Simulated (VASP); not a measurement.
Method: PBEsol GGA, VASP's PBE PAW potentials (set 64) (plane waves; VASP).

The input files of a VASP run:

### INCAR
```
SIGMA = 0.1
LWAVE = .FALSE.
ALGO = Normal   # blocked Davidson
LCHARG = .FALSE.
EDIFF = 1E-6   # SCF stop (eV)
LREAL = .FALSE.
NELM = 100
ENCUT = 300   # plane-wave cut-off (eV)
PREC = Accurate
SYSTEM = NaH2Pd3
LMAXMIX = 4   # l cut-off of mixed one-centre charges
GGA = PS
ISMEAR = -1
LASPH = .TRUE.   # aspherical one-centre terms
ISIF = 2   # forces and stress, cell fixed
```

KPOINTS:
```
Automatic mesh
0
Gamma
5 5 8
0 0 0
```

### POSCAR
```
NaH2Pd3
1
    2.8265700000    -4.3103050000     0.0000000000
    2.8265700000     4.3103050000     0.0000000000
    0.0000000000     0.0000000000     2.8135600000
Na H Pd
1 2 3
Direct
  0.5000000000   0.5000000000   0.0000000000
  0.2156300000   0.7843700000   0.0000000000
  0.7843700000   0.2156300000   0.0000000000
  0.0000000000   0.0000000000   0.0000000000
  0.5000000000   0.0000000000   0.5000000000
  0.0000000000   0.5000000000   0.5000000000
```

POTCAR, in this order: Na_pv H Pd (PBE.64 set). Program: vasp_std.

At this cut-off the stress carries a Pulay error, which pulls relaxed volumes low.

Q: What does the run give for the energy per atom (σ→0), pressure, band gap (on the k-mesh)?

A: 
```
Quantity                                                     Value
------------------------  ----------------------------------------
energy per atom (σ→0)                               -4.512 eV/atom
band gap (on the k-mesh)  none (metal, semimetal or under 0.01 eV)
pressure                                                -35.7 kbar
```

OSZICAR:
```
...
DAV:   7    -0.271270753034E+02    0.81840E-01   -0.30027E-01  2273   0.478E+00    0.330E+00
DAV:   8    -0.271045497255E+02    0.22526E-01   -0.70338E-02  2687   0.273E+00    0.630E-01
DAV:   9    -0.270999570993E+02    0.45926E-02   -0.22324E-02  2304   0.191E+00    0.193E-01
DAV:  10    -0.270996331568E+02    0.32394E-03   -0.14390E-03  2406   0.369E-01    0.470E-02
DAV:  11    -0.270996039111E+02    0.29246E-04   -0.14014E-04  2480   0.107E-01    0.170E-02
DAV:  12    -0.270996012286E+02    0.26825E-05   -0.16882E-05  2561   0.578E-02    0.484E-03
DAV:  13    -0.270996009490E+02    0.27962E-06   -0.14019E-06  1231   0.149E-02
   1 F= -.27099601E+02 E0= -.27069762E+02  d E =-.596777E-01
```

The structure comes from a computed database's NaH2Pd3 entry (Cmmm); how it stands against other phases isn't given here. The cell was not relaxed at this level. The electron count is odd and the run is not spin-polarised, which forces a metal.
